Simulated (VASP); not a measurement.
VASP input:

POSCAR:
```
CuI
1
    0.0000000000     3.0046451837     3.0046451837
    3.0046451837     0.0000000000     3.0046451837
    3.0046451837     3.0046451837     0.0000000000
Cu I
1 1
Direct
  0.0000000000   0.0000000000   0.0000000000
  0.2500000000   0.2500000000   0.2500000000
```

File KPOINTS:
```
Automatic mesh
0
G
  8 8 8
```

INCAR:
```
! general
SYSTEM  = CuI
PREC    = Accurate
ENCUT   = 480
LREAL   = .FALSE.
LASPH   = .TRUE.

! electronic loop
EDIFF   = 1E-7
NELM    = 100
ALGO    = Normal
LMAXMIX = 4
LMIXTAU = .TRUE.

! smearing
ISMEAR  = 0
SIGMA   = 0.05

! functional
METAGGA = R2SCAN

! ions
IBRION  = 2
NSW     = 40
ISIF    = 3
EDIFFG  = -0.01
PSTRESS = 10

! output
LWAVE   = .FALSE.
LCHARG  = .FALSE.
```

POTCAR, in this order: Cu I (PBE.64 set). Program: vasp_std.

Q: Write an equivalent input for Ansatz.

A: One equivalent input (not run):
Ansatz 0.2 input:
```yaml
crystal:
  lattice:
    - [0.0000000, 3.0046452, 3.0046452]
    - [3.0046452, 0.0000000, 3.0046452]
    - [3.0046452, 3.0046452, 0.0000000]
  atoms:
    - { symbol: Cu, position: [0.0000000, 0.0000000, 0.0000000] }
    - { symbol: I, position: [0.2500000, 0.2500000, 0.2500000] }
kpoints:
  mp_grid: { grid: [8, 8, 8] }
hamiltonian:
  xc: r2scan
  pseudopotentials: { kind: paw }
scf:
  occupations: { method: gaussian, width: 0.05 }
  max_iter: 100
relax:
  max_steps: 40
  f_tol: 0.01
  cell: { p_target: 1 }
output: { forces: true, stress: true, eigenvalues: true }
```
The two are equivalent in intent, not identical: each code has its own PAW files, so the cut-off isn't converted (ENCUT is set for VASP's; basis.ecutwfc is left out, and Ansatz then takes the one that its files recommend); Ansatz stops its SCF on the density residual and VASP on the energy change (EDIFF).

The compound is CuI in the zinc blende structure. This run relaxes it under an external pressure of 1 GPa. Symmetry was kept, so distortions that lower it aren't found.
